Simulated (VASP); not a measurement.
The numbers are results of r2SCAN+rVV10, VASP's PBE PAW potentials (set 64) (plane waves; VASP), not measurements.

A VASP calculation is set up with these files.

File POSCAR:
```
CoGa
1
    2.8800000000     0.0000000000     0.0000000000
    0.0000000000     2.8800000000     0.0000000000
    0.0000000000     0.0000000000     2.8800000000
Ga Co
1 1
Direct
  0.5000000000   0.5000000000   0.5000000000
  0.0000000000   0.0000000000   0.0000000000
```

**INCAR**
```
# general
SYSTEM   = CoGa
PREC     = Accurate
ENCUT    = 520
LREAL    = .FALSE.   # projection in real space or not
LASPH    = .TRUE.   # aspherical one-centre terms

# electronic loop
EDIFF    = 1E-6   # SCF stop (eV)
NELM     = 100   # most electronic steps
ALGO     = Normal   # blocked Davidson
LMAXMIX  = 4   # l cut-off of mixed one-centre charges
LMIXTAU  = .TRUE.

# smearing
ISMEAR   = 1
SIGMA    = 0.1   # width (eV)

# functional
METAGGA  = R2SCAN
LUSE_VDW = .TRUE.
BPARAM   = 11.95
CPARAM   = 0.0093

# ions
IBRION   = 2   # conjugate gradients
NSW      = 60
ISIF     = 3   # ions, shape and volume
EDIFFG   = -0.01

# output
LWAVE    = .FALSE.
LCHARG   = .FALSE.
```

**KPOINTS**
```
Automatic mesh
0
Gamma
11 11 11
0 0 0
```

POTCAR, in this order: Ga_d Co (PBE.64 set). Program: vasp_std.

Energy and stress use the plane-wave basis of the starting cell.

Problem. Estimate the energy per atom (σ→0), volume per atom, band gap (on the k-mesh).

Solution. 
| Property | Value |
|---|---|
| energy per atom (σ→0) | -12.248 eV/atom |
| band gap (on the k-mesh) | none (metal, semimetal or under 0.01 eV) |
| volume per atom | 11.41 Å³/atom |

### OSZICAR
```
...
DAV:   5    -0.244956861764E+02    0.43535E-02   -0.18265E-02  2453   0.238E+00    0.147E-01
DAV:   6    -0.244952485171E+02    0.43766E-03   -0.34881E-03  2066   0.927E-01    0.373E-02
DAV:   7    -0.244953322051E+02   -0.83688E-04   -0.19833E-04  2080   0.224E-01    0.103E-02
DAV:   8    -0.244953497216E+02   -0.17517E-04   -0.19575E-05  2403   0.468E-02    0.875E-03
DAV:   9    -0.244953559195E+02   -0.61979E-05   -0.11608E-05  1957   0.474E-02    0.356E-03
DAV:  10    -0.244953587775E+02   -0.28579E-05   -0.23532E-06  1281   0.242E-02    0.119E-03
DAV:  11    -0.244953587365E+02    0.41002E-07   -0.43462E-07   861   0.106E-02
   3 F= -.24495359E+02 E0= -.24495476E+02  d E =-.302367E-01
```

The compound is CoGa in the CsCl type structure. This run relaxes it. Symmetry was kept, so distortions that lower it aren't found. The run is not spin-polarised, so no magnetic state was tried.
